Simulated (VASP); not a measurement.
A run of VASP 6.6.1 is set up as follows.

INCAR

```
SYSTEM = InSb
PREC = Accurate ; ENCUT = 520
EDIFF = 1E-6 ; ISMEAR = 1
SIGMA = 0.1 ; LREAL = .FALSE.
LASPH = .TRUE. ; NELM = 60
ALGO = Fast ; ISIF = 2
LWAVE = .FALSE. ; LCHARG = .TRUE.
LDIPOL = .TRUE. ; IDIPOL = 3
DIPOL = 0.5 0.5 0.500 ; GGA = PS
LVHAR = .TRUE. ; LVACPOTAV = .TRUE.
KPAR = 8
```

The input KPOINTS:

```
Automatic mesh
0
G
  6 8 1
  0 0 0
```

Contents of POSCAR:

```
InSb
1.0
    6.4782000000      0.0000000000      0.0000000000
    0.0000000000      4.5807791500      0.0000000000
    0.0000000000      0.0000000000     35.7423374480
In Sb
7 7
Direct
    0.5000000000      0.5000000000      0.3077582717
    0.0000000000      0.0000000000      0.3718388478
    0.5000000000      0.5000000000      0.4359194239
    0.0000000000      0.0000000000      0.5000000000
    0.5000000000      0.5000000000      0.5640805761
    0.0000000000      1.0000000000      0.6281611522
    0.5000000000      0.5000000000      0.6922417283
    0.7500000000      0.0000000000      0.3077582717
    0.2500000000      0.5000000000      0.3718388478
    0.7500000000      0.0000000000      0.4359194239
    0.2500000000      0.5000000000      0.5000000000
    0.7500000000      1.0000000000      0.5640805761
    0.2500000000      0.5000000000      0.6281611522
    0.7500000000      0.0000000000      0.6922417283
```

Potentials or basis: VASP PAW PBE potentials, release 64 (In_d, Sb).

Command:

```console
$ cat potpaw_PBE.64/In_d/POTCAR potpaw_PBE.64/Sb/POTCAR > POTCAR
$ mpirun -np 8 vasp_std > vasp.out
```

Problem. What does it give for the work function of the upper face?

Solution. 4.45 eV.

Problem. What does it give for the work function of the lower face?

Solution. 4.45 eV.

Problem. What does it give for the largest force?

Solution. 1.053 eV/Å.

Problem. What does it give for the band gap on the k mesh?

Solution. None (metal or under the smearing width).

Forces on the atoms (eV/Å):
```
In   0.638  0.000  0.803
In  -0.279  0.000  0.190
In   0.232  0.000  0.093
In  -0.124  0.000  0.000
In   0.232  0.000 -0.093
In  -0.279  0.000 -0.190
In   0.638  0.000 -0.803
Sb  -0.009  0.000 -1.053
Sb  -0.447  0.000 -0.297
Sb  -0.010  0.000  0.034
Sb  -0.125  0.000  0.000
Sb  -0.010  0.000 -0.034
Sb  -0.447  0.000  0.297
Sb  -0.009  0.000  1.053
```

Caveat: the PAW data sets were made with another functional, which shifts forces and pressure a little. The run has no spin-orbit coupling, so splittings on Sb are missing.
